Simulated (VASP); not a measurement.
Input:

```
CELL_PARAMETERS angstrom
      0.00000     2.07765     2.07765
      2.07765     0.00000     2.07765
      2.07765     2.07765     0.00000
ATOMIC_POSITIONS crystal
  Au 0.00000 0.00000 0.00000
```

The numbers are results of PBE GGA, VASP's PBE PAW potentials (set 64) (plane waves; VASP), not measurements. Settings: PREC = Normal, EDIFF = 1E-5, 400 eV cut-off, 16×16×16 Γ-centred mesh, first-order Methfessel-Paxton smearing of 0.10 eV, potentials Au.

Unless said otherwise, spin-orbit coupling is left out, though it shifts the bands of the heavy elements here.

### Question
Estimate the energy per atom (σ→0), band gap (on the k-mesh) with the smallest direct gap where there is one.

### Answer

| Property | Value |
|---|---|
| band gap (on the k-mesh) | none (metal, semimetal or under 0.01 eV) |
| energy per atom (σ→0) | -3.221 eV/atom |

Total energies compare only between runs with the same potentials, cut-off and functional.

The compound is Au in the fcc structure. It was relaxed first, which changed the volume by +6 %.
